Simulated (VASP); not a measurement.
Consider the following.

```
CsCl
1.0
    4.29246     0.00000     0.00000
    0.00000     4.29246     0.00000
    0.00000     0.00000     4.29246
Cs Cl
1 1
Direct
  0.00000   0.00000   0.00000
  0.50000   0.50000   0.50000
```

Calculation: PBE GGA, VASP's PBE PAW potentials (set 64) (plane waves; VASP). Settings: 520 eV cut-off, 6×6×6 Γ-centred mesh, Gaussian smearing of 0.050 eV, potentials Cs_sv Cl.

Unless said otherwise, spin-orbit coupling is left out, though it shifts the bands of the heavy elements here.

Task: What does the run give for the energy per atom (σ→0), band gap (on the k-mesh) with the smallest direct gap where there is one?

Result: 
| Quantity | Result |
|---|---|
| band gap (on the k-mesh) | 4.75 eV |
| smallest direct gap (on the k-mesh) | 4.75 eV |
| energy per atom (σ→0) | -315.1 kJ/mol of atoms |

Only differences to runs with the same potentials and settings are physical.

The compound is CsCl in the CsCl type structure. This cell is one point of a volume scan, at 1.06 of the reference volume.
